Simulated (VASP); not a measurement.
An input for Quantum ESPRESSO's pw.x (written as the equivalent of a VASP run, and not itself run):

```
&CONTROL
  calculation = 'scf'
  pseudo_dir = './pseudo'
  outdir = './out'
  tprnfor = .true.
  tstress = .true.
/
&SYSTEM
  ibrav = 0
  nat = 2
  ntyp = 2
  ecutwfc = 82.3
  occupations = 'tetrahedra'
  input_dft = 'vdw-df2-b86r'
/
&ELECTRONS
  conv_thr = 7.3e-09
  electron_maxstep = 100
/
ATOMIC_SPECIES
  Ba 137.327 Ba.upf
  Te 127.600 Te.upf
CELL_PARAMETERS angstrom
    -0.0000000    3.5103615    3.5103615
     3.5103615    0.0000000    3.5103615
     3.5103615    3.5103615   -0.0000000
ATOMIC_POSITIONS crystal
  Ba   0.0000000  0.0000000  0.0000000
  Te   0.5000000  0.5000000  0.5000000
K_POINTS automatic
  7 7 7 0 0 0
```

Task: Write the VASP files for the same calculation (rev-vdW-DF2).

Result: One answer among several that fit: 
POSCAR:
```
BaTe
1
   -0.0000000000     3.5103615356     3.5103615356
    3.5103615356     0.0000000000     3.5103615356
    3.5103615356     3.5103615356    -0.0000000000
Ba Te
1 1
Direct
  0.0000000000   0.0000000000   0.0000000000
  0.5000000000   0.5000000000   0.5000000000
```

### KPOINTS
```
Automatic mesh
0
Gamma
7 7 7
0 0 0
```

**INCAR**
```
# general
SYSTEM    =  BaTe
PREC      =  Accurate
ENCUT     =  520   # plane-wave cut-off (eV)
LREAL     =  .FALSE.
LASPH     =  .TRUE.

# electronic loop
EDIFF     =  1E-7
NELM      =  100
ALGO      =  Normal
LMAXMIX   =  4

# smearing
ISMEAR    =  -5

# functional
GGA       =  MK
LUSE_VDW  =  .TRUE.
AGGAC     =  0.0
PARAM1    =  0.1234568
PARAM2    =  0.7114
ZAB_VDW   =  -1.8867

# ions
ISIF      =  2

# output
LWAVE     =  .FALSE.
LCHARG    =  .TRUE.
LORBIT    =  11
NEDOS     =  601
```

POTCAR, in this order: Ba_sv Te (PBE.64 set). Program: vasp_std.

What does not carry over: the potentials are each code's own (VASP's PAW set, PseudoDojo norm-conserving files in pw.x), so ENCUT and ecutwfc are chosen apart and not converted; conv_thr bounds pw.x's estimated SCF error, while EDIFF bounds the energy change between steps.

The compound is BaTe in the rock salt structure. It was relaxed first.
